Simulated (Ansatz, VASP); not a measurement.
# Cross-check of As (arsenene bilayer, AB) between VASP and Ansatz

Wanted: the spread between two codes on one cell, functional and k mesh. The structure shown is the start of the Ansatz relaxation below; VASP solves that cell, so the two are compared at the walk's first step.

Program: Ansatz 0.2.0. Level of theory: plane waves, with VASP 6.6.1 beside it; single point at PBE with D3(BJ). Results are calculated unless marked as measured.

## 1. The starting structure

The cell holds 4 atoms: 4 As. Cell: a = 3.610 Å, b = 3.610 Å, c = 35.400 Å, α = 90.0°, β = 90.0°, γ = 120.0°. Vacuum lies along c. The height across the vacuum is the one that the program set for its solve, not the one typed.

## 2. Ansatz: relaxation, PBE with D3(BJ)

Ansatz runs on its default PAW (the set named soft_2) files.

The two programs are compared at the cell with which this relaxation starts, whose forces are those of its first step.

input.yaml reads:

```yaml
crystal:
  lattice:
    - [3.61, 0.0, 0.0]
    - [-1.805, 3.1263517077, 0.0]
    - [0.0, 0.0, 23.8]
  atoms:
    - { symbol: As, position: [0.6666666667, 0.3333333333, 0.3781512605] }
    - { symbol: As, position: [0.3333333333, 0.6666666667, 0.4369747899] }
    - { symbol: As, position: [0.0, 0.0, 0.5630252101] }
    - { symbol: As, position: [0.6666666667, 0.3333333333, 0.6218487395] }
  periodic: [true, true, false]
kpoints:
  mp_grid: { grid: [12, 12, 1] }
hamiltonian:
  xc: pbe
  dispersion: d3bj
scf:
  occupations: { method: fermi_dirac, width: 0.05 }
  convergence: { dr2_threshold: 1.0e-09 }
relax:
  f_tol: 0.004
  max_steps: 90
  cell: {}
output:
  write_potential: true
  write_density: true
  volumetric_format: npy
```

On the command line:

```
$ ansatz run input.yaml --threads 8 --pin off --max-ram 12288MiB --backend cpu --events-out ev --progress --plain --runs-dir out
```

Numbers of over 12 decimals in the logs are rounded to 6 here.

The log of the run:

```text
Warning: crystal.periodic: the lattice vector that does not repeat stood 0.000° off the slab's normal, 23.800 Å along it as the deck builds it. The run solves the slab on a vector along the normal, 35.400 Å long, with every atom where it was (on the deck's vector they left 18.00 Å outside them, and the widest stretch free of ions among them is 3.00 Å). A fractional position that the run reports is one of the run's ce [...]
Warning: relax.cell: scf.convergence.dr2_threshold = 1e-9 eV is looser than the 1.60230732251e-10 eV advised for a relaxation that steers and ends on the stress (1e-10 eV for each atom of the cell: 4, times the square of relax.cell.stress_2d_tol = 0.05 N/m over 15.8 Å (the atoms' height at the walk's start and 5 Å past either face), 3.165e-2 GPa, over a crystal's default 0.05). What an SCF threshold leaves in a stress goes as its square root, and in the free energy as the threshold itself, and one threshold admits the most on a small cell: [figures from the program's tests cut] Set scf.convergence.dr2_threshold to 1.60230732251e-10 eV or tighter. [rest of the remark cut]
crystal.periodic: the lattice vector that does not repeat stood 0.000° off the slab's normal, 23.800 Å along it as the deck builds it. The run solves the slab on a vector along the normal, 35.400 Å long, with every atom where it was (on the deck's vector they left 18.00 Å outside them, and the widest stretch free of ions among them is 3.00 Å). A fractional position that the run reports is one of the run's cell, which [...]
Engine: ansatz 0.2.0, aarch64-unknown-linux-gnu
Pseudopotentials: kind: paw
Pseudopotential: As, paw, valence charge 15, recommended cutoff 420 eV (normal), As.paw.azcp
Functional definition: PBE
  parameter kappa = 0.804
  parameter beta = 0.066725
  exchange = pbe_x(kappa = kappa, mu = beta*pi^2/3)
  correlation = pbe_c(beta = beta)
Crystal: 4 atoms, lattice volume = 399.529 Å³
Basis set: ecut = 420 eV, 7727 PW (Γ), exchange–correlation on 50×50×480 points (8 copies of the dense FFT grid, shifted against one another)
Bands: 36, of which v1, the nominal top of the filled ones, is band 30 counted from 1 (29 counted from 0)
Symmetry: 12 space group operations
Space group: P-3m1 (ITA 164), of the structure as read, at distance tolerance 7.4e-5 Å
k-points: 19 of 144
[...]
SCF iter   4: F=—  HF=-19425.659049 eV  |F-HF|=—  |Δ(HF+E_count)|=   6.19e-6  Δρ=1.23e-5  dr2=4.54e-6  ethr=6.17e-8  ⟨swp⟩=1.9  Hψ=744  notcnv=0
SCF iter   5: F=—  HF=-19425.659068 eV  |F-HF|=—  |Δ(HF+E_count)|=   1.93e-5  Δρ=3.69e-6  dr2=4.25e-7  ethr=7.56e-9  ⟨swp⟩=2.4  Hψ=919  notcnv=0
SCF iter   6: F=—  HF=-19425.659068 eV  |F-HF|=—  |Δ(HF+E_count)|=   5.23e-8  Δρ=5.26e-7  dr2=7.17e-9  ethr=7.08e-10  ⟨swp⟩=2.6  Hψ=858  notcnv=0
SCF iter   7: F=-19425.659068 eV  HF=-19425.659068 eV  |F-HF|=3.27e-10  |Δ(HF+E_count)|=   2.15e-9  Δρ=1.37e-7  dr2=2.49e-10  ethr=1.67e-12  ⟨swp⟩=9.3  Hψ=5481  notcnv=0
SCF 7 converged in 7 iterations: F = -19425.659068 eV  dr2 = 2.49e-10
relax step   7: F+E_penalty+E_count = -19425.65906801 eV  Δ(F+E_penalty+E_count) = -7.669e-5 eV  max|allowed force component| = 2.583e-3 eV/Å  Δτ_max = 0.0060 Å  P = +0.004 N/m  Ω = 412.796 Å³  energy of the carried Pulay correction = -3.947e-4 eV  fix = [c, alpha, beta]  reactions: c +0.000 N/m  (7 SCF iters, accepted)
Initial wavefunctions: pseudopotential atomic-orbital guess (no wavefunctions were taken with the density)
iter 1 solved again at ethr=2.15e-7 eV; its pass at ethr=3.10e-3 eV (dr2=1.29e-4 eV) is discarded
SCF iter   1: F=—  HF=-19425.659379 eV  |F-HF|=—  |Δ(HF+E_count)|=         —  Δρ=1.76e-5  dr2=1.29e-7  ethr=2.15e-7  ⟨swp⟩=5.7  Hψ=6213  notcnv=0
preconditioner: auto → LDOS  [insulator: Δε(μ)=0.173 eV  Ē_g=9.013 eV  σ=0.050 eV  W_gap=0.69  n_scr=28 (ndim 8)  ℏωp=8.2 eV  f_vac=0.755  D(μ)=0.62/eV (n_scr^D=4)  ε∞_Penn≈1.8  β→1.0]
SCF iter   2: F=—  HF=-19425.659514 eV  |F-HF|=—  |Δ(HF+E_count)|=   1.35e-4  Δρ=3.77e-6  dr2=4.44e-8  ethr=2.14e-10  ⟨swp⟩=4.8  Hψ=2040  notcnv=0
SCF iter   3: F=—  HF=-19425.659512 eV  |F-HF|=—  |Δ(HF+E_count)|=   2.15e-6  Δρ=1.37e-6  dr2=3.92e-9  ethr=7.39e-11  ⟨swp⟩=2.7  Hψ=1372  notcnv=0
SCF iter   4: F=—  HF=-19425.659514 eV  |F-HF|=—  |Δ(HF+E_count)|=   1.80e-6  Δρ=3.24e-7  dr2=1.99e-9  ethr=1.67e-12  ⟨swp⟩=15.8  Hψ=5516  notcnv=0
SCF iter   5: F=-19425.659514 eV  HF=-19425.659514 eV  |F-HF|=1.72e-8  |Δ(HF+E_count)|=   1.14e-7  Δρ=1.26e-7  dr2=1.49e-10  ethr=1.67e-12  ⟨swp⟩=6.9  Hψ=4024  notcnv=0
SCF 8 converged in 5 iterations: F = -19425.659514 eV  dr2 = 1.49e-10
relax step   8: F+E_penalty+E_count = -19425.65951397 eV  Δ(F+E_penalty+E_count) = -4.460e-4 eV  max|allowed force component| = 2.635e-3 eV/Å  Δτ_max = 0.0000 Å  P = +0.009 N/m  Ω = 412.796 Å³  fix = [c, alpha, beta]  reactions: c +0.000 N/m  stress off target by 8.84e-3 N/m on what of the cell is left free  SCF on the basis re-selected at this cell (its energy is not comparable with the rows above)  (5 SCF iters)
basis re-selected at this cell: Δ(F+E_penalty+E_count) = -4.460e-4 eV, ΔP = +0.004 N/m vs the last step (what re-selecting the basis moved, of the pressure what is left beyond the Pulay correction that the steps carried, after the strain that the cell walked since its last selection, with what the two solves' SCF thresholds leave and, on support functions, any second-order correction that the steps lacked; it is no m [...]
WARN: The input density's exchange-correlation potential varies sharply where the density is thin. Do not read a vacuum level from v_tot or v_xc, or from such a field of the output density. On a cell that repeats whose density bears no net charge and no dipole along the vacuum's axis use v_es (v_loc + v_h of the components); under efield.dipole_correction with no amplitude use v_es + v_field, which holds any external [...]
SCF converged after 5 iterations
Free energy (F): -19425.659514 eV
Harris-Foulkes:  -19425.659514 eV  (|F-HF|=1.72e-8)
Internal energy: -19425.654006 eV  (E = F + TS)
E sigma→0 (E₀):  -19425.656760 eV
Entropy (-TS):   -0.005508 eV (-1.377 meV/atom)
Fermi energy:    -4.144829 eV
--- Per-component energies (eV) ---
  E_band       = -1833.776149
  E_kinetic    = 409.607366
  E_local      = -191017.739108  (includes V_loc(G=0)·N_el)
  E_nonlocal   = -2682.835128
  E_hartree    = 95420.629680
  E_xc         = -316.412977
  E_vxc        = -316.049161  (∫ρ·V_xc dr)
  E_paw        = -7338.347072  (= ΣΔE_a)
  E_vpaw       = 931.981714  (= ΣTr[D̂ρ^β])
  E_aug_tail   = 0.000027  (compensation charges beyond the density's cutoff)
  E_ewald      = 86100.659996
  E_disp       = -1.216789  (pairwise vdW)
  E_smearing   = -0.005508  (= −TS)
  E_closure    = 0.000000  (closes the sum)
  Σ components = -19425.659514   (vs F -19425.659514, Δ=0.00e0)
--- Forces (eV/Å), atoms counted from 1 ---
  atom   1  As     0.00000000     0.00000000     0.00263529
  atom   2  As     0.00000000    -0.00000000    -0.00130137
  atom   3  As    -0.00000000     0.00000000     0.00130137
  atom   4  As     0.00000000    -0.00000000    -0.00263529
  max |Σ_I F_I| component: 4.34e-19 eV/Å
--- 2D stress c σ (N/m, compression-positive) ---
        0.008843      -0.000000      -0.000000
       -0.000000       0.008843      -0.000000
       -0.000000      -0.000000       0.000000
  P = ½ c Tr σ = 0.0088 N/m
--- Band table (eV; the first three rows and the last of 19) ---
  k-point 0: bands = [... 26 lower, -5.8466, -5.6607, -5.6607, -4.5962, -3.9938, -2.7120, -2.7120, -2.1088, ... 2 higher]
  k-point 1: bands = [... 26 lower, -6.1665, -6.1260, -5.7591, -4.2182, -3.4787, -2.8052, -2.5160, -1.9930, ... 2 higher]
  k-point 2: bands = [... 26 lower, -6.6372, -6.1687, -6.1016, -4.8080, -3.2986, -2.4458, -2.1447, -1.6851, ... 2 higher]
  k-point 18: bands = [... 26 lower, -8.0935, -7.4918, -7.4918, -6.7807, -2.9346, -2.9346, -1.8834, -0.1088, ... 2 higher]
  the weakly bound empty levels are not read free of the cell's end (no_gap_told)
--- Relaxed structure (7 steps of the walk, 6 accepted, 1 SCFs on fresh bases) ---
  F+E_penalty+E_count = -19425.65951397 eV   max|allowed force component| = 2.635e-3 eV/Å   (the final SCF, on the basis selected at the relaxed cell)
  cell:  # Å, volume = 412.7962 Å³
    - [3.669449, 0, 0]
    - [-1.834725, 3.177836, 0]
    - [0, 0, 35.4000000004]
  atoms:
    - { symbol: As, position: [0.666667, 0.333333, 0.266584] }
    - { symbol: As, position: [0.333333, 0.666667, 0.304600] }
    - { symbol: As, position: [-9.460409731607342e-18, 1.387778780943004e-17, 0.367717] }
    - { symbol: As, position: [0.666667, 0.333333, 0.405733] }
```

## 3. VASP: single point, PBE with D3(BJ), start cell

The same cell, functional, mesh and smearing now go to VASP, with its own data sets.

Lines of VASP's logs that name or quote its potential files are left out, and so is its time.

INCAR reads:

```
SYSTEM = As
PREC = Accurate
ENCUT = 400
EDIFF = 1E-06
NELM = 120
ISMEAR = -1
SIGMA = 0.05
LREAL = .FALSE.
ALGO = Normal
GGA = PE
IVDW = 12
NBANDS = 16
LORBIT = 11
LWAVE = .FALSE.
LCHARG = .FALSE.
ISIF = 2
LDIPOL = .TRUE.
IDIPOL = 3
DIPOL = 0.5 0.5 0.336
LVHAR = .TRUE.
LASPH = .TRUE.
GGA_COMPAT = .FALSE.
EFERMI = MIDGAP
NELMDL = -8
```

POSCAR reads:

```
As
1.0
    3.6100000000      0.0000000000      0.0000000000
   -1.8050000000      3.1263520000      0.0000000000
    0.0000000000      0.0000000000     35.4000000000
As
4
Direct
    0.6666666134      0.3333332267      0.2542372881
    0.3333332267      0.6666664534      0.2937853107
    0.0000000000      0.0000000000      0.3785310734
    0.6666666134      0.3333332267      0.4180790960
```

KPOINTS reads:

```
Automatic mesh
0
Gamma
12 12 1
0 0 0
```

PAW data sets: As (PBE family, release 64).

On the command line:

```
$ mpirun -np 1 vasp_std
```

The log of the run:

```text
[banner, memory and clock lines left out]
running    1 mpi-ranks, on    1 nodes
 distrk:  each k-point on    1 cores,    1 groups
 distr:  one band on    1 cores,    1 groups

 POSCAR found type information on POSCAR As
 POSCAR found :  1 types and       4 ions
 LDA part: xc-table for (Slater+PW92), standard interpolation
 POSCAR, INCAR and KPOINTS ok, starting setup
 FFT: planning ... GRIDC
 FFT: planning ... GRID_SOFT
 FFT: planning ... GRID
 WAVECAR not read
 entering main loop
       N       E                     dE             d eps       ncg     rms          rms(c)
DAV:   1     0.124054722758E+03    0.12405E+03   -0.52007E+03   608   0.686E+02
DAV:   2    -0.465513797772E+01   -0.12871E+03   -0.12287E+03   984   0.136E+02
DAV:   3    -0.184368566267E+02   -0.13782E+02   -0.13734E+02   864   0.553E+01
DAV:   4    -0.187154109689E+02   -0.27855E+00   -0.27795E+00   808   0.972E+00
DAV:   5    -0.187216931203E+02   -0.62822E-02   -0.62814E-02   808   0.134E+00
DAV:   6    -0.187218948920E+02   -0.20177E-03   -0.20177E-03   856   0.236E-01
DAV:   7    -0.187219001924E+02   -0.53004E-05   -0.53004E-05   808   0.334E-02
DAV:   8    -0.187219004220E+02   -0.22956E-06   -0.22945E-06   744   0.677E-03    0.463E+00
DAV:   9    -0.186584233107E+02    0.63477E-01   -0.34138E-02   768   0.938E-01    0.276E+00
DAV:  10    -0.186243269230E+02    0.34096E-01   -0.72069E-02   808   0.140E+00    0.154E-01
DAV:  11    -0.186248413808E+02   -0.51446E-03   -0.21004E-03   784   0.246E-01    0.566E-02
DAV:  12    -0.186248512264E+02   -0.98456E-05   -0.25322E-04   840   0.944E-02    0.238E-02
DAV:  13    -0.186248218061E+02    0.29420E-04   -0.81678E-05   816   0.391E-02    0.101E-02
DAV:  14    -0.186248348847E+02   -0.13079E-04   -0.25827E-05   808   0.194E-02    0.613E-03
DAV:  15    -0.186248874856E+02   -0.52601E-04   -0.89056E-06   696   0.112E-02    0.320E-03
DAV:  16    -0.186249532206E+02   -0.65735E-04   -0.15907E-05   712   0.118E-02    0.179E-03
DAV:  17    -0.186249721430E+02   -0.18922E-04   -0.14910E-06   704   0.390E-03    0.117E-03
DAV:  18    -0.186249965965E+02   -0.24453E-04   -0.10846E-06   664   0.326E-03    0.546E-04
DAV:  19    -0.186250059876E+02   -0.93911E-05   -0.18584E-07   640   0.118E-03    0.393E-04
DAV:  20    -0.186250130294E+02   -0.70418E-05   -0.18718E-07   616   0.105E-03    0.186E-04
DAV:  21    -0.186250149385E+02   -0.19091E-05   -0.34534E-08   536   0.429E-04    0.103E-04
DAV:  22    -0.186250157907E+02   -0.85218E-06   -0.18636E-08   496   0.290E-04
   1 F= -.19733195E+02 E0= -.19733153E+02  d E =-.836325E-04
```

From OUTCAR (step 3):

```text
ion  position               nearest neighbor table
   1  0.667  0.333  0.254-   2 2.51   2 2.51   2 2.51
   2  0.333  0.667  0.294-   1 2.51   1 2.51   1 2.51
   3  0.000  0.000  0.379-   4 2.51   4 2.51   4 2.51
   4  0.667  0.333  0.418-   3 2.51   3 2.51   3 2.51

  LATTYP: Found a hexagonal cell.
 ALAT       =     3.6100000000
 C/A-ratio  =     9.8060941828

 Subroutine GETGRP returns: Found 12 space group operations
 (whereof  6 operations were pure point group operations)

The static configuration has the point symmetry C_3v.
 The point group associated with its full space group is D_3d.

 Found     19 irreducible k-points:

   k-points           NKPTS =     19   k-points in BZ     NKDIM =     19   number of bands    NBANDS=     16

   dimension x,y,z NGX =    24 NGY =   24 NGZ =  240
   dimension x,y,z NGXF=    48 NGYF=   48 NGZF=  480

   ENCUT  =  400.0 eV  29.40 Ry    5.42 a.u.   5.89  5.89 57.73*2*pi/ulx,y,z

   NELECT =      20.0000    total number of electrons

 k-points in reciprocal lattice and weights: Automatic mesh
   0.00000000  0.00000000  0.00000000       0.007
   0.08333333  0.00000000  0.00000000       0.042
   0.16666667  0.00000000  0.00000000       0.042
   0.25000000  0.00000000  0.00000000       0.042
   0.33333333  0.00000000  0.00000000       0.042
   0.41666667  0.00000000  0.00000000       0.042
   0.50000000  0.00000000  0.00000000       0.021
   0.08333333  0.08333333  0.00000000       0.042
   0.16666667  0.08333333  0.00000000       0.083
[...]
0.33333333  0.25000000  0.00000000       0.083
   0.33333333  0.33333333  0.00000000       0.014

 dipolmoment           0.000000      0.000000      0.000001 electrons x Angstroem

 average (electrostatic) potential at core
       1 -57.4725       2 -57.5114       3 -57.5114       4 -57.4725

 E-fermi :  -2.3285

 k-point     1 :       0.0000    0.0000    0.0000
  band No.  band energies     occupation
    ...
      6      -3.2806      2.00000
      7      -3.2805      2.00000
      8      -3.2378      2.00000
      9      -3.2378      2.00000
     10      -2.8491      1.99994
     11      -1.4604      0.00000
     12      -0.6568      0.00000
     13       0.0645      0.00000
     14       0.0645      0.00000
     15       0.3506      0.00000
    ...

 k-point     2 :       0.0833    0.0000    0.0000
  band No.  band energies     occupation
    ...
      6      -4.1462      2.00000
      7      -4.0639      2.00000
      8      -3.5076      2.00000
      9      -3.4203      2.00000
     10      -2.6974      1.99875
     11      -0.8321      0.00000
     12      -0.2861      0.00000
     13      -0.0279      0.00000
     14       0.2630      0.00000
     15       0.3871      0.00000
    ...

 k-point     3 :       0.1667    0.0000    0.0000
  band No.  band energies     occupation
    ...
      6      -5.3230      2.00000
      7      -4.2612      2.00000
      8      -3.9824      2.00000
      9      -3.8547      2.00000
     10      -2.8201      1.99989
     11      -1.0700      0.00000
     12      -0.7520      0.00000
     13       0.6280      0.00000
     14       0.7510      0.00000
     15       0.9988      0.00000
    ...

 Edisp (eV)   -1.10818

  Total      -0.41143    -0.41143    -0.67423     0.00000     0.00000    -0.00000
  in kB      -1.64989    -1.64989    -2.70377     0.00000     0.00000    -0.00000
  external pressure =       -2.00 kB  Pullay stress =        0.00 kB

  energy-cutoff  :      400.00
  volume of cell :      399.53
      direct lattice vectors                 reciprocal lattice vectors
     3.610000000  0.000000000  0.000000000     0.277008310  0.159930808  0.000000000
    -1.805000000  3.126352000  0.000000000     0.000000000  0.319861615  0.000000000
     0.000000000  0.000000000 35.400000000     0.000000000  0.000000000  0.028248588

 POSITION                                       TOTAL-FORCE (eV/Angst)
 -----------------------------------------------------------------------------------
      1.80500      1.04212      9.00000        -0.000000     -0.000000      0.165117
      0.00000      2.08423     10.40000        -0.000000      0.000000     -0.099228
      0.00000      0.00000     13.40000         0.000000      0.000000      0.099228
      1.80500      1.04212     14.80000         0.000000      0.000000     -0.165117
 -----------------------------------------------------------------------------------
    total drift:                               -0.000000      0.000264     -0.000069

  FREE ENERGIE OF THE ION-ELECTRON SYSTEM (eV)
  ---------------------------------------------------
  free  energy   TOTEN  =       -19.7331950613 eV

  energy  without entropy=      -19.7331114288  energy(sigma->0) =      -19.73315325

 vacuum level on the upper side and lower side of the slab         2.118         2.118

 total charge
# of ion       s       p       d       tot
------------------------------------------
    1        1.295   1.371   0.040   2.707
    2        1.301   1.362   0.043   2.706
    3        1.301   1.362   0.043   2.706
    4        1.295   1.371   0.040   2.707
--------------------------------------------------
tot          5.192   5.467   0.167  10.826

[... 3 further parts left out ...]
```

## 4. Side by side

Known differences besides the potentials themselves: Ansatz cuts the interaction across the vacuum, VASP repeats the sheet with a dipole correction; the data sets hold 60 valence electrons in Ansatz (on its default PAW (the set named soft_2) files) and 20 in VASP; the cutoff is 420 eV in Ansatz and 400 eV in VASP. Total energies have different zeros and are not compared.

Forces (eV/Å; atoms numbered as in POSCAR):

| atom | Ansatz x, y, z | VASP x, y, z |
| --- | --- | --- |
| As1 | 0.000, 0.000, 0.246 | 0.000, 0.000, 0.165 |
| As2 | 0.000, 0.000, -0.182 | 0.000, 0.000, -0.099 |
| As3 | 0.000, 0.000, 0.182 | 0.000, 0.000, 0.099 |
| As4 | 0.000, 0.000, -0.246 | 0.000, 0.000, -0.165 |

The forces differ by 47 meV/Å r.m.s., which is 60.1 % of the r.m.s. force of 0.079 eV/Å (both taken over all components). With vacuum in the cell, a pressure given here is an average over mostly empty space and none of the material.

## 5. What came out

- r.m.s. force difference (single point, PBE with D3(BJ), start cell): 47 meV/Å

In words: The r.m.s. force difference is 47 meV/Å (single point, PBE with D3(BJ), start cell), beyond the 12 meV/Å picked in this series as the mark of a large difference. The data sets hold unlike numbers of valence electrons (60 in Ansatz and 20 in VASP), so part of the differences comes from the potentials. What causes the difference of the single point, PBE with D3(BJ), start cell pair stays open here. 1 further run of this series is not shown here. How closely two codes agree says nothing of how well the functional describes the real material.

[Lines on the potential files, build, host, timing and source positions are cut from VASP's logs without a mark.]

[Logs are printed without paths, hosts, clocks, repeated set-up lines and the standing remarks that a program may print on its own settings, such as how far it seeks lower states.]

[Hosts, paths, dates, database ids (printed as entryN), source tags and the programs' standing remarks are cut or masked in the printed files.]
